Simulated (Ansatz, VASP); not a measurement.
**One calculation of Mg2SO, two programs**

POSCAR

```
Mg2SO
1.0
    3.4083939425      0.0000000000      0.0000000000
    0.0000000000      3.4083939425      0.0000000000
    0.0000000000      0.0000000000      4.7611186761
O Mg S
1 2 1
Direct
    0.0000000000      0.0000000000      0.0000000000
    0.0000000000      0.0000000000      0.5000000000
    0.5000000000      0.5000000000      0.0000000000
    0.5000000000      0.5000000000      0.5000000000
```

INCAR.step1

```
PREC = Accurate
ENCUT = 520
ISMEAR = 0
SIGMA = 0.01
LREAL = False
LASPH = True
NELM = 100
NBANDS = 16
GGA = PE
ALGO = Normal
EDIFF = 1E-4
LWAVE = True
LCHARG = False
```

The input INCAR.step2:

```
PREC = Accurate
ENCUT = 520
EDIFF = 1E-7
ISMEAR = 0
SIGMA = 0.01
LREAL = False
LASPH = True
NELM = 100
ALGO = Normal
ISIF = 2
LWAVE = False
LCHARG = False
METAGGA = R2SCAN
LMIXTAU = True
NBANDS = 16
ISTART = 1
```

File KPOINTS:

```
Automatic mesh
0
Gamma
  8 8 6
```

Input for Ansatz:

```yaml
crystal:
  lattice:
    - [3.4083939425, 0.0, 0.0]
    - [0.0, 3.4083939425, 0.0]
    - [0.0, 0.0, 4.7611186761]
  atoms:
    - { symbol: O, position: [0.0, 0.0, 0.0] }
    - { symbol: Mg, position: [0.0, 0.0, 0.5] }
    - { symbol: S, position: [0.5, 0.5, 0.5] }
    - { symbol: Mg, position: [0.5, 0.5, 0.0] }
kpoints:
  mp_grid: { grid: [8, 8, 6] }
  band_path:
    path:
      - [0.0, 0.0, 0.0]
      - [0.0, 0.5, 0.0]
      - [0.5, 0.5, 0.0]
      - [0.0, 0.0, 0.5]
      - [0.0, 0.5, 0.5]
      - [0.5, 0.5, 0.5]
    npoints: 1
hamiltonian:
  xc: r2scan
scf:
  occupations: { method: fixed }
  n_extra_bands: 5
output:
  forces: true
  stress: true
  eigenvalues: true
```

Alike in both runs: task single point; functional r2SCAN; k mesh 8 × 8 × 6; no spin polarisation.

|  | VASP | Ansatz |
| --- | --- | --- |
| version | VASP 6.6.1 | Ansatz 0.2.0 |
| potentials or method | VASP PAW PBE potentials, release 64 (O, Mg, S) | plane waves, PAW |
| plane-wave cutoff (eV) | 520 | 500 |
| occupations | gaussian, width 0.01 eV | fixed |
| valence electrons in the cell | 16 | 32 |

```tsv
	VASP	Ansatz	Ansatz less VASP
gap on the k mesh at the Fermi level (eV)	3.95	3.98	+0.027
pressure (GPa)	-0.6	0.0	+0.58
```

The two sets of potentials don't hold the same shells in valence.

Caveats: the PAW data sets were made with another functional, which shifts forces and pressure a little (VASP). A k mesh can miss the band edges. r2SCAN opens gaps a little over a GGA but as a rule still falls short of measured ones.
